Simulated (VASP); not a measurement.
```
CELL_PARAMETERS angstrom
      1.53853    -2.74475     0.00000
      1.53853     2.74475     0.00000
      0.00000     0.00000     5.05198
ATOMIC_POSITIONS crystal
  Si 0.66667 0.33333 0.49964
  Si 0.33333 0.66667 0.99964
  C  0.66667 0.33333 0.87536
  C  0.33333 0.66667 0.37536
```

Method: PBEsol GGA, VASP's PBE PAW potentials (set 64) (plane waves; VASP). Run with 600 eV cut-off, 8×8×4 Γ-centred mesh, Gaussian smearing of 0.050 eV, potentials Si C.

### Question
Give the stress tensor in GPa (positive for a compressed cell).

### Answer

```
 -2.27    0.00    0.00
  0.00  -15.06    0.00
  0.00    0.00   -1.22
```
The pressure is its mean diagonal, -6.18 GPa.

The compound is SiC in the wurtzite structure, the rare 2H polytype. This cell was strained or had an atom moved on purpose.
